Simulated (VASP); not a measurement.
A convergence study with VASP on TiC (rock salt): a few settings are varied, all else stays as given below, so the limit is that of these other settings. The cell's lengths are 1 % over those of the tabulated start and one atom is moved, so it is off equilibrium.

```
CELL_PARAMETERS angstrom
      0.00000     2.18665     2.18665
      2.18665     0.00000     2.18665
      2.18665     2.18665     0.00000
ATOMIC_POSITIONS crystal
  Ti 0.00000 0.00000 0.00000
  C  0.48614 0.51386 0.51386
```

Computed with LDA (Ceperley-Alder, Perdew-Zunger), VASP's LDA PAW potentials (set 64) (plane waves; VASP). The last row used: ADDGRID = .TRUE., 600 eV cut-off, 16×16×16 Γ-centred mesh, first-order Methfessel-Paxton smearing of 0.10 eV, potentials Ti_sv C.

| setting | E (eV/atom) | pressure (GPa) | largest force (eV/Å) | plane waves |
|---|---|---|---|---|
| ADDGRID = unset, ENCUT = 300, PREC = Low | -10.2281 | -25.46 | 0.457 | 262 |
| ADDGRID = unset, ENCUT = 300, PREC = Normal | -10.2280 | -25.47 | 0.457 | 262 |
| ADDGRID = .TRUE., ENCUT = 300, PREC = Normal | -10.2280 | -25.47 | 0.457 | 262 |
| ADDGRID = unset, ENCUT = 300, PREC = Accurate | -10.2275 | -25.47 | 0.457 | 262 |
| ADDGRID = .TRUE., ENCUT = 300, PREC = Accurate | -10.2275 | -25.47 | 0.457 | 262 |
| ADDGRID = unset, ENCUT = 400, PREC = Low | -10.2171 | -19.26 | 0.468 | 392 |
| ADDGRID = unset, ENCUT = 400, PREC = Normal | -10.2170 | -19.28 | 0.467 | 392 |
| ADDGRID = .TRUE., ENCUT = 400, PREC = Normal | -10.2170 | -19.27 | 0.467 | 392 |
| ADDGRID = unset, ENCUT = 400, PREC = Accurate | -10.2169 | -19.28 | 0.467 | 392 |
| ADDGRID = .TRUE., ENCUT = 400, PREC = Accurate | -10.2169 | -19.29 | 0.467 | 392 |
| ADDGRID = unset, ENCUT = 500, PREC = Low | -10.2164 | -17.81 | 0.466 | 544 |
| ADDGRID = unset, ENCUT = 500, PREC = Normal | -10.2163 | -17.82 | 0.466 | 544 |
| ADDGRID = .TRUE., ENCUT = 500, PREC = Normal | -10.2163 | -17.82 | 0.466 | 544 |
| ADDGRID = unset, ENCUT = 500, PREC = Accurate | -10.2163 | -17.82 | 0.466 | 544 |
| ADDGRID = .TRUE., ENCUT = 500, PREC = Accurate | -10.2163 | -17.82 | 0.466 | 544 |
| ADDGRID = unset, ENCUT = 600, PREC = Low | -10.2167 | -17.91 | 0.467 | 725 |
| ADDGRID = unset, ENCUT = 600, PREC = Normal | -10.2166 | -17.92 | 0.466 | 725 |
| ADDGRID = .TRUE., ENCUT = 600, PREC = Normal | -10.2166 | -17.92 | 0.466 | 725 |
| ADDGRID = unset, ENCUT = 600, PREC = Accurate | -10.2166 | -17.92 | 0.466 | 725 |
| ADDGRID = .TRUE., ENCUT = 600, PREC = Accurate | -10.2166 | -17.92 | 0.466 | 725 |

Left out are rungs that failed or repeat a setting and relaxations that didn't move; long series are thinned to 24 rows.

The compound is TiC in the rock salt structure. The cell was not relaxed at this level, it is distorted from the ideal structure.
